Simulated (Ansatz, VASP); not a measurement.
## Cross-check of Ge (Ge(110)) between VASP and Ansatz

Wanted: the spread between two codes on one cell, functional and k mesh. The structure shown is the end of the VASP relaxation below.

Method: plane waves, with VASP 6.6.1 beside it; single point at PBE, in Ansatz 0.2.0.

## 1. The starting structure

The cell holds 18 atoms: 18 Ge. Its edges and angles: a = 3.930 Å, b = 5.557 Å, c = 32.767 Å, α = 90.0°, β = 90.0°, γ = 90.0°. It derives from Ge. As first built, before any earlier steps moved the atoms (in the runner's words): 9 layers, strained by -4 % in the plane. Vacuum lies along c.

## 2. VASP: relaxation, PBE

This run makes the geometry at which the two programs are then compared.

Lines of VASP's logs that name or quote its potential files are left out, and so is its time.

The input, INCAR:

```
SYSTEM = Ge
PREC = Normal
ENCUT = 320
EDIFF = 1E-05
NELM = 120
ISMEAR = 0
SIGMA = 0.03
LREAL = Auto
ALGO = Fast
GGA = PE
NBANDS = 54
LORBIT = 11
LWAVE = .FALSE.
LCHARG = .FALSE.
KPAR = 2
NCORE = 2
IBRION = 2
NSW = 60
ISIF = 2
EDIFFG = -0.03
POTIM = 0.4
MAXMIX = 40
IDIPOL = 3
LDIPOL = .TRUE.
DIPOL = 0.5 0.5 0.5
```

The input, POSCAR:

```
Ge
1.0
    3.9296894754      0.0000000000      0.0000000000
    0.0000000000      5.5574201520      0.0000000000
    0.0000000000      0.0000000000     32.7672916528
Ge
18
Direct
    0.7500000000      0.3750000000      0.7558541000
    0.2500000000      0.6250000000      0.7558541000
    0.2500000000      0.8750000000      0.6918905700
    0.7500000000      0.1250000000      0.6918905700
    0.7500000000      0.3750000000      0.6279270500
    0.2500000000      0.6250000000      0.6279270500
    0.2500000000      0.8750000000      0.5639635200
    0.7500000000      0.1250000000      0.5639635200
    0.7500000000      0.3750000000      0.5000000000
    0.2500000000      0.6250000000      0.5000000000
    0.2500000000      0.8750000000      0.4360364800
    0.7500000000      0.1250000000      0.4360364800
    0.7500000000      0.3750000000      0.3720729500
    0.2500000000      0.6250000000      0.3720729500
    0.2500000000      0.8750000000      0.3081094300
    0.7500000000      0.1250000000      0.3081094300
    0.7500000000      0.3750000000      0.2441459000
    0.2500000000      0.6250000000      0.2441459000
```

The input, KPOINTS:

```
Automatic mesh
0
Gamma
6 5 1
0 0 0
```

The projector-augmented-wave data sets are Ge (PBE family, release 64).

Started as:

```sh
$ mpirun -np 4 vasp_std
```

Numbers of over 12 decimals in the logs are rounded to 6 here.

What it wrote:

```text
[banner, memory and clock lines left out]
running    4 mpi-ranks, on    1 nodes
 distrk:  each k-point on    2 cores,    2 groups
 distr:  one band on    2 cores,    1 groups

 POSCAR found type information on POSCAR Ge
 POSCAR found :  1 types and      18 ions
 LDA part: xc-table for (Slater+PW92), standard interpolation
 POSCAR, INCAR and KPOINTS ok, starting setup
 FFT: planning ... GRIDC
 FFT: planning ... GRID_SOFT
 FFT: planning ... GRID
 WAVECAR not read
 entering main loop
       N       E                     dE             d eps       ncg     rms          rms(c)
DAV:   1     0.282556016625E+03    0.28256E+03   -0.18507E+04  1296   0.691E+02
DAV:   2    -0.455280048345E+02   -0.32808E+03   -0.31468E+03  1706   0.147E+02
DAV:   3    -0.764254175954E+02   -0.30897E+02   -0.30275E+02  1592   0.476E+01
DAV:   4    -0.773813486134E+02   -0.95593E+00   -0.95068E+00  1752   0.882E+00
DAV:   5    -0.774035341052E+02   -0.22185E-01   -0.22166E-01  1688   0.127E+00    0.860E+00
RMM:   6    -0.768215098280E+02    0.58202E+00   -0.32898E-01  1296   0.147E+00    0.520E+00
RMM:   7    -0.767238548121E+02    0.97655E-01   -0.79688E-01  1296   0.231E+00    0.102E+00
RMM:   8    -0.765516902194E+02    0.17216E+00   -0.10484E-01  1324   0.887E-01    0.409E-01
RMM:   9    -0.765540892205E+02   -0.23990E-02   -0.26302E-02  1298   0.488E-01    0.101E-01
RMM:  10    -0.765540521099E+02    0.37111E-04   -0.57336E-03  1440   0.189E-01    0.745E-02
RMM:  11    -0.765543564987E+02   -0.30439E-03   -0.12637E-03  1310   0.936E-02    0.344E-02
RMM:  12    -0.765544470021E+02   -0.90503E-04   -0.42857E-04  1317   0.536E-02    0.187E-02
RMM:  13    -0.765547735961E+02   -0.32659E-03   -0.28910E-04  1287   0.383E-02    0.117E-02
RMM:  14    -0.765549556406E+02   -0.18204E-03   -0.11161E-04  1063   0.209E-02    0.637E-03
RMM:  15    -0.765550774121E+02   -0.12177E-03   -0.49202E-05   953   0.148E-02    0.425E-03
RMM:  16    -0.765551138448E+02   -0.36433E-04   -0.13525E-05   903   0.676E-03    0.198E-03
RMM:  17    -0.765551671018E+02   -0.53257E-04   -0.98460E-06   785   0.510E-03    0.152E-03
RMM:  18    -0.765552035633E+02   -0.36461E-04   -0.18840E-06   544   0.294E-03    0.836E-04
RMM:  19    -0.765552279727E+02   -0.24409E-04   -0.16262E-06   510   0.271E-03    0.473E-04
RMM:  20    -0.765552365221E+02   -0.85495E-05   -0.77668E-07   463   0.239E-03
   1 F= -.76555237E+02 E0= -.76553185E+02  d E =-.765552E+02
[... from here on, the cycles between the ionic steps are left out ...]
   2 F= -.76765345E+02 E0= -.76762508E+02  d E =-.210108E+00
   3 F= -.76788318E+02 E0= -.76784838E+02  d E =-.233081E+00
  15 F= -.76892060E+02 E0= -.76890617E+02  d E =-.497613E-02
  16 F= -.76894726E+02 E0= -.76893363E+02  d E =-.764162E-02
  17 F= -.76893333E+02 E0= -.76892081E+02  d E =-.624891E-02
  18 F= -.76895301E+02 E0= -.76893985E+02  d E =-.821710E-02
  19 F= -.76898386E+02 E0= -.76897062E+02  d E =-.308478E-02
  20 F= -.76898389E+02 E0= -.76897065E+02  d E =-.308762E-02
  21 F= -.76901751E+02 E0= -.76900386E+02  d E =-.336259E-02
  22 F= -.76903648E+02 E0= -.76902178E+02  d E =-.525928E-02
  23 F= -.76904006E+02 E0= -.76902567E+02  d E =-.561686E-02
  24 F= -.76905680E+02 E0= -.76904241E+02  d E =-.167466E-02
  25 F= -.76906345E+02 E0= -.76904904E+02  d E =-.233903E-02
 curvature:  -5.66 expect dE=-0.473E-02 dE for cont linesearch -0.803E-05
 trial: gam= 0.45367 g(F)=  0.836E-03 g(S)=  0.000E+00 ort =-0.119E-03 (trialstep = 0.135E+01)
 search vector abs. value=  0.280E-02
 bond charge predicted
       N       E                     dE             d eps       ncg     rms          rms(c)
DAV:   1    -0.769067999980E+02   -0.45408E-03   -0.41875E-02  1348   0.614E-01    0.595E-02
RMM:   2    -0.769068398598E+02   -0.39862E-04   -0.25023E-03  1297   0.145E-01    0.183E-02
RMM:   3    -0.769070627195E+02   -0.22286E-03   -0.53037E-04  1324   0.643E-02    0.216E-02
RMM:   4    -0.769070586612E+02    0.40583E-05   -0.88782E-05  1150   0.255E-02
  26 F= -.76907059E+02 E0= -.76905608E+02  d E =-.713949E-03
 trial-energy change:   -0.000714  1 .order   -0.000734   -0.001056   -0.000411
 step:   2.2134(harm=  2.2134)  dis= 0.00924  next Energy=   -76.907210 (dE=-0.865E-03)
 reached required accuracy - stopping structural energy minimisation
```

From OUTCAR (step 2):

```text
ion  position               nearest neighbor table
   1  0.750  0.375  0.756-   2 2.41   2 2.41   4 2.51
   2  0.250  0.625  0.756-   1 2.41   1 2.41   3 2.51
   3  0.250  0.875  0.692-   4 2.41   4 2.41   6 2.51   2 2.51
   4  0.750  0.125  0.692-   3 2.41   3 2.41   5 2.51   1 2.51
   5  0.750  0.375  0.628-   6 2.41   6 2.41   4 2.51   8 2.51
   6  0.250  0.625  0.628-   5 2.41   5 2.41   3 2.51   7 2.51
   7  0.250  0.875  0.564-   8 2.41   8 2.41  10 2.51   6 2.51
   8  0.750  0.125  0.564-   7 2.41   7 2.41   9 2.51   5 2.51
   9  0.750  0.375  0.500-  10 2.41  10 2.41  12 2.51   8 2.51
  10  0.250  0.625  0.500-   9 2.41   9 2.41  11 2.51   7 2.51
  11  0.250  0.875  0.436-  12 2.41  12 2.41  10 2.51  14 2.51
  12  0.750  0.125  0.436-  11 2.41  11 2.41   9 2.51  13 2.51
  13  0.750  0.375  0.372-  14 2.41  14 2.41  16 2.51  12 2.51
  14  0.250  0.625  0.372-  13 2.41  13 2.41  15 2.51  11 2.51
  15  0.250  0.875  0.308-  16 2.41  16 2.41  14 2.51  18 2.51
  16  0.750  0.125  0.308-  15 2.41  15 2.41  13 2.51  17 2.51
  17  0.750  0.375  0.244-  18 2.41  18 2.41  16 2.51
  18  0.250  0.625  0.244-  17 2.41  17 2.41  15 2.51

  LATTYP: Found a simple orthorhombic cell.
 ALAT       =     3.9296894754
 B/A-ratio  =     1.4142135624
 C/A-ratio  =     8.3383920938

 Subroutine GETGRP returns: Found  8 space group operations
 (whereof  4 operations were pure point group operations)

The static configuration has the point symmetry C_2h.
 The point group associated with its full space group is D_2h.

 Found     12 irreducible k-points:

   k-points           NKPTS =     12   k-points in BZ     NKDIM =     12   number of bands    NBANDS=     54

   dimension x,y,z NGX =    18 NGY =   24 NGZ =  144
   dimension x,y,z NGXF=    36 NGYF=   48 NGZF=  288

   ENCUT  =  320.0 eV  23.52 Ry    4.85 a.u.   5.73  8.11 47.79*2*pi/ulx,y,z

   NELECT =      72.0000    total number of electrons

 k-points in reciprocal lattice and weights: Automatic mesh
   0.00000000  0.00000000  0.00000000       0.033
   0.16666667  0.00000000  0.00000000       0.067
   0.33333333  0.00000000  0.00000000       0.067
   0.50000000  0.00000000  0.00000000       0.033
   0.00000000  0.20000000  0.00000000       0.067
   0.16666667  0.20000000  0.00000000       0.133
   0.33333333  0.20000000  0.00000000       0.133
   0.50000000  0.20000000  0.00000000       0.067
   0.00000000  0.40000000  0.00000000       0.067
   0.16666667  0.40000000  0.00000000       0.133
   0.33333333  0.40000000  0.00000000       0.133
   0.50000000  0.40000000  0.00000000       0.067

 dipolmoment           0.000000      0.000000     -0.000000 electrons x Angstroem

 average (electrostatic) potential at core
       1 -36.3670       2 -36.3670       3 -36.5611       4 -36.5611       5 -36.6576
       6 -36.6576       7 -36.6420       8 -36.6420       9 -36.6925      10 -36.6925
      11 -36.6420      12 -36.6420      13 -36.6576      14 -36.6576      15 -36.5611
      16 -36.5611      17 -36.3670      18 -36.3670

 E-fermi :  -0.1972

 k-point     1 :       0.0000    0.0000    0.0000
  band No.  band energies     occupation
    ...
     28      -1.3319      2.00000
     29      -1.0725      2.00000
     30      -0.9095      2.00000
     31      -0.9027      2.00000
     32      -0.4268      2.00000
     33      -0.0662      0.00000
     34       0.0231      0.00000
     35       0.2373      0.00000
     36       0.3598      0.00000
     37       0.4387      0.00000
    ...

 k-point     2 :       0.1667    0.0000    0.0000
  band No.  band energies     occupation
    ...
     32      -1.1645      2.00000
     33      -0.9808      2.00000
     34      -0.8155      2.00000
     35      -0.2028      1.20786
     36      -0.1976      1.01779
     37       0.0017      0.00000
     38       0.4172      0.00000
     39       0.9822      0.00000
     40       1.9450      0.00000
     41       2.0486      0.00000
    ...

 k-point     3 :       0.3333    0.0000    0.0000
  band No.  band energies     occupation
    ...
     32      -2.0122      2.00000
     33      -1.9326      2.00000
     34      -1.4508      2.00000
     35      -0.5562      2.00000
     36      -0.5068      2.00000
     37      -0.0757      0.00000
     38       0.1362      0.00000
     39       1.1606      0.00000
     40       1.1709      0.00000
     41       1.5096      0.00000
    ...

  Total       11.6717795      5.0032929      0.7711854     -0.0000000      0.0000000      0.0000000
  in kB       26.1321801     11.2019724      1.7266225     -0.0000000      0.0000000      0.0000000
  external PRESSURE =      13.0202583 kB  Pullay stress =       0.0000000 kB

  energy-cutoff  :      320.00
  volume of cell :      715.60
      direct lattice vectors                 reciprocal lattice vectors
     3.929689475  0.000000000  0.000000000     0.254473033  0.000000000  0.000000000
     0.000000000  5.557420152  0.000000000     0.000000000  0.179939607  0.000000000
     0.000000000  0.000000000 32.767291653     0.000000000  0.000000000  0.030518238

 POSITION                                       TOTAL-FORCE (eV/Angst)
 -----------------------------------------------------------------------------------
      2.94727      2.00670     24.90654        -0.000000      0.003518      0.014652
      0.98242      3.55072     24.90654        -0.000000     -0.003518      0.014652
      0.98242      4.77760     22.74251         0.000000     -0.000165      0.029988
      2.94727      0.77982     22.74251        -0.000000      0.000165      0.029988
      2.94727      2.04564     20.59640         0.000000      0.000709     -0.025125
      0.98242      3.51178     20.59640        -0.000000     -0.000709     -0.025125
      0.98242      4.82830     18.48882        -0.000000     -0.022247     -0.018169
      2.94727      0.72912     18.48882        -0.000000      0.022247     -0.018169
      2.94727      2.05151     16.38365        -0.000000     -0.002886      0.000000
      0.98242      3.50591     16.38365         0.000000      0.002886      0.000000
      0.98242      4.82830     14.27847        -0.000000     -0.022247      0.018169
      2.94727      0.72912     14.27847         0.000000      0.022247      0.018169
      2.94727      2.04564     12.17089        -0.000000      0.000709      0.025125
      0.98242      3.51178     12.17089        -0.000000     -0.000709      0.025125
      0.98242      4.77760     10.02478         0.000000     -0.000165     -0.029988
      2.94727      0.77982     10.02478        -0.000000      0.000165     -0.029988
      2.94727      2.00670      7.86075        -0.000000      0.003518     -0.014652
      0.98242      3.55072      7.86075         0.000000     -0.003518     -0.014652
 -----------------------------------------------------------------------------------
    total drift:                                0.000000      0.000000     -0.000000

  FREE ENERGIE OF THE ION-ELECTRON SYSTEM (eV)
  ---------------------------------------------------
  free  energy   TOTEN  =       -76.9070586612 eV

  energy  without entropy=      -76.9041577669  energy(sigma->0) =      -76.90560821

 reached required accuracy - stopping structural energy minimisation

 vacuum level on the upper side and lower side of the slab         4.277         4.277

 total charge
# of ion       s       p       d       tot
------------------------------------------
    1        1.210   1.051   0.041   2.303
    2        1.210   1.051   0.041   2.303
    3        1.161   1.166   0.054   2.381
    4        1.161   1.166   0.054   2.381
    5        1.146   1.217   0.059   2.421
    6        1.146   1.217   0.059   2.421
    7        1.139   1.236   0.058   2.434
    8        1.139   1.236   0.058   2.434
    9        1.138   1.234   0.059   2.431
   10        1.138   1.234   0.059   2.431
   11        1.139   1.236   0.058   2.434
   12        1.139   1.236   0.058   2.434
   13        1.146   1.217   0.059   2.421
   14        1.146   1.217   0.059   2.421
   15        1.161   1.166   0.054   2.381
   16        1.161   1.166   0.054   2.381
   17        1.210   1.051   0.041   2.303
   18        1.210   1.051   0.041   2.303
--------------------------------------------------
tot         20.901  21.147   0.968  43.015

[... 3 further parts left out ...]
```

CONTCAR:

```
Ge
   1.00000000000000
     3.9296894754000000    0.0000000000000000    0.0000000000000000
     0.0000000000000000    5.5574201519999997    0.0000000000000000
     0.0000000000000000    0.0000000000000000   32.7672916527999973
  Ge
    18
Direct
     0.7500000000000000    0.3610849185165150    0.7601036176138175
     0.2500000000000000    0.6389150814834850    0.7601036176138175
     0.2500000000000000    0.8596799318076461    0.6940614138777111
     0.7500000000000000    0.1403200681923539    0.6940614138777111
     0.7500000000000000    0.3680907921377834    0.6285659286370580
     0.2500000000000000    0.6319092078622166    0.6285659286370580
     0.2500000000000000    0.8688029005451138    0.5642463257383346
     0.7500000000000000    0.1311970994548861    0.5642463257383346
     0.7500000000000000    0.3691478461635541    0.5000000000000000
     0.2500000000000000    0.6308521538364457    0.5000000000000000
     0.2500000000000000    0.8688029005451138    0.4357536742616654
     0.7500000000000000    0.1311970994548861    0.4357536742616654
     0.7500000000000000    0.3680907921377834    0.3714340713629420
     0.2500000000000000    0.6319092078622167    0.3714340713629420
     0.2500000000000000    0.8596799318076461    0.3059385861222892
     0.7500000000000000    0.1403200681923539    0.3059385861222892
     0.7500000000000000    0.3610849185165150    0.2398963823861827
     0.2500000000000000    0.6389150814834850    0.2398963823861827
```

The data set Ge keeps the semicore shell frozen, which is cheaper and a little less accurate. The run keeps the 8 symmetry operations of its start, so it cannot find a distortion of lower symmetry.

(Part 1 of 2 ends here.)

[Lines on the potential files, build, host, timing and source positions are cut from VASP's logs without a mark.]

[Logs are printed without paths, hosts, clocks, repeated set-up lines and the standing remarks that a program may print on its own settings, such as how far it seeks lower states.]

[Hosts, paths, dates, database ids (printed as entryN), source tags and the programs' standing remarks are cut or masked in the printed files.]
